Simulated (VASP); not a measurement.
Input:

```
CELL_PARAMETERS angstrom
      0.00000     3.82251     3.82251
      3.82251     0.00000     3.82251
      3.82251     3.82251     0.00000
ATOMIC_POSITIONS crystal
  Cs 0.00000 0.00000 0.00000
  I  0.50000 0.50000 0.50000
```

All values below come from PBEsol GGA, VASP's PBE PAW potentials (set 64) (plane waves; VASP 6.6.1). Settings: 400 eV cut-off, Gaussian smearing of 0.050 eV, potentials Cs_sv I.

Unless said otherwise, spin-orbit coupling is left out, though it shifts the bands of the heavy elements here.

### Question
Give the energies of bands 3 to 11 at the high-symmetry points, in eV from the valence-band maximum.

### Answer

| band | Γ | X | U | L | W |
|---|---|---|---|---|---|
| 3 | -6.61 | -6.83 | -6.79 | -6.62 | -6.76 |
| 4 | -6.61 | -6.70 | -6.67 | -6.62 | -6.76 |
| 5 | -6.61 | -6.70 | -6.65 | -6.55 | -6.59 |
| 6 | 0.00 | -0.30 | -0.43 | -0.89 | -0.49 |
| 7 | 0.00 | -0.10 | -0.27 | -0.40 | -0.23 |
| 8 | 0.00 | -0.10 | -0.25 | -0.40 | -0.23 |
| 9 | 3.89 | 4.32 | 5.00 | 5.87 | 5.65 |
| 10 | 5.60 | 5.96 | 6.74 | 6.41 | 5.65 |
| 11 | 5.60 | 7.02 | 6.89 | 7.45 | 6.78 |

The gap is direct, 3.89 eV, from the valence maximum at Γ to the conduction minimum at Γ.

The structure comes from a computed database's CsI entry (Fm-3m); how it stands against other phases isn't given here. It was relaxed first, which changed the volume by -6 %.
